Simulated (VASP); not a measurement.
Write the native input for VASP 6.6.1 that does the following.

- Task: single point
- Functional: LDA
- Potentials or basis: VASP PAW LDA potentials, release 64 (Ba_sv, Li_sv, F)
- Cutoff: 520 eV
- k mesh: 6 × 6 × 6
- Occupations: gaussian, width 0.05 eV
- Spin: no spin polarisation
- Dipole correction: no
- Further INCAR settings: ALGO = Normal; EDIFF = 1e-07; NBANDS = 25

The structure of BaLiF3 lies in POSCAR:

```
BaLiF3
1.0
    4.0484103646      0.0000000000      0.0000000000
    0.0000000000      4.0484103646      0.0000000000
    0.0000000000      0.0000000000      3.9287529154
Ba Li F
1 1 3
Direct
    0.0000000000      0.0000000000      0.0000000000
    0.5000000000      0.5000000000      0.5000000000
    0.0000000000      0.5000000000      0.5000000000
    0.5000000000      0.5000000000      0.0000000000
    0.5000000000      0.0000000000      0.5000000000
```

The cell comes from a database or a generator and needn't be the stable form of this composition.

The cell isn't the ideal one: strain +0.015 along x and y, -0.015 along z, atoms carried along.

The input as run:

INCAR

```
PREC = Accurate
ENCUT = 520
EDIFF = 1E-7
ISMEAR = 0
SIGMA = 0.05
LREAL = False
LASPH = True
NELM = 100
ALGO = Normal
ISIF = 2
LWAVE = False
LCHARG = True
GGA = CA
LELF = True
LVHAR = True
NBANDS = 25
```

KPOINTS

```
Automatic mesh
0
Gamma
  6 6 6
```

Potentials or basis: VASP PAW LDA potentials, release 64 (Ba_sv, Li_sv, F).

Command:

```bash
$ cat potpaw_LDA.64/Ba_sv/POTCAR potpaw_LDA.64/Li_sv/POTCAR potpaw_LDA.64/F/POTCAR > POTCAR
$ mpirun -np 1 vasp_std > vasp.out
```

Results of the run:

```json
{
 "Band gap on the k mesh": "6.29 eV, direct"
}
```

Caveat: spin-orbit coupling is left out, which moves the levels of the heavy elements.

Run time: 48 s on 1 thread of Intel(R) Xeon(R) Platinum 8488C (Sapphire Rapids), with other jobs on the host, peak memory 0.18 GiB.
